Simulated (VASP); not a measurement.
Input:

```yaml
crystal:
  lattice:
    - [2.04636, 1.18146, 3.50233]
    - [-2.04636, 1.18146, 3.50233]
    - [0.00000, -2.36293, 3.50233]
  atoms:
    - { symbol: Ho, position: [0.76240, 0.76240, 0.76240] }
    - { symbol: As, position: [0.23760, 0.23760, 0.23760] }
```

These are PBE GGA, VASP's PBE PAW potentials (set 64) (plane waves; VASP) values and carry that method's errors. Numerical set-up: 400 eV cut-off, 6×6×6 Γ-centred mesh, Gaussian smearing of 0.050 eV, potentials Ho_3 As.

The 4f electrons are frozen in the core of the lanthanide potential, so 4f levels, which can set the real gap, and their magnetism are missing.

**Question.** Give the force on each atom (eV/Å).

**Answer.** 
```json
[
 {"atom": "Ho1", "Fx": "0.000", "Fy": "0.000", "Fz": "-0.990"},
 {"atom": "As2", "Fx": "0.000", "Fy": "0.000", "Fz": "0.990"}
]
```

**Question.** Give the stress tensor in GPa (positive for a compressed cell).

**Answer.** 
```
 0.44   0.00   0.00
 0.00   0.44   0.00
 0.00   0.00  -4.68
```
The pressure is its mean diagonal, -1.27 GPa.

The structure was generated: HoAs was put into the alpha-GeTe type (R3m), which need not be its known phase. The cell was not relaxed at this level.
